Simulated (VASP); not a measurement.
Set up this calculation in VASP 6.6.1, as the native input.

```
Task                   : core levels
Functional             : PBEsol
Potentials or basis    : VASP PAW PBE potentials, release 64 (Au)
Cutoff                 : 520 eV
k mesh                 : 14 × 14 × 14
Occupations            : fermi-dirac, width 0.05 eV
Spin                   : no spin polarisation
Further INCAR settings : ALGO = Normal; EDIFF = 1e-07
```

The structure of Au lies in POSCAR:

```
Au
1.0
    0.0000000000      2.0350000000      2.0350000000
    2.0350000000      0.0000000000      2.0350000000
    2.0350000000      2.0350000000      0.0000000000
Au
1
Direct
    0.0000000000      0.0000000000      0.0000000000
```

One way to write it, as run:

INCAR

```
SYSTEM = Au
PREC     = Accurate       ! precision mode
ENCUT    = 520            ! plane-wave cutoff, eV
EDIFF    = 1E-7           ! SCF threshold, eV
ISMEAR   = -1             ! smearing method
SIGMA    = 0.05           ! smearing width, eV
LREAL    = .FALSE.        ! projectors in reciprocal space
LASPH    = .TRUE.         ! aspherical terms in the spheres
NELM     = 60             ! most SCF steps
ALGO     = Normal         ! electronic algorithm
ISIF     = 2              ! what is computed and relaxed
LWAVE    = .FALSE.        ! write WAVECAR
LCHARG   = .FALSE.        ! write CHGCAR
GGA      = PS             ! functional
ICORELEVEL= 1
```

KPOINTS

```
Automatic mesh
0
G
  14 14 14
  0 0 0
```

Potentials or basis: VASP PAW PBE potentials, release 64 (Au).

Launch:

```sh
$ cat potpaw_PBE.64/Au/POTCAR > POTCAR
$ mpirun -np 1 vasp_std > vasp.out
```

It gave:

The pressure is 1.4 GPa. The band gap on the k mesh is none (metal or under the smearing width).

Caveat: the PAW data sets were made with another functional, which shifts forces and pressure a little.

Wall time 5.3 s on 1 thread of Intel(R) Xeon(R) 6975P-C (Granite Rapids), with other jobs on the host, peak memory 0.14 GiB.
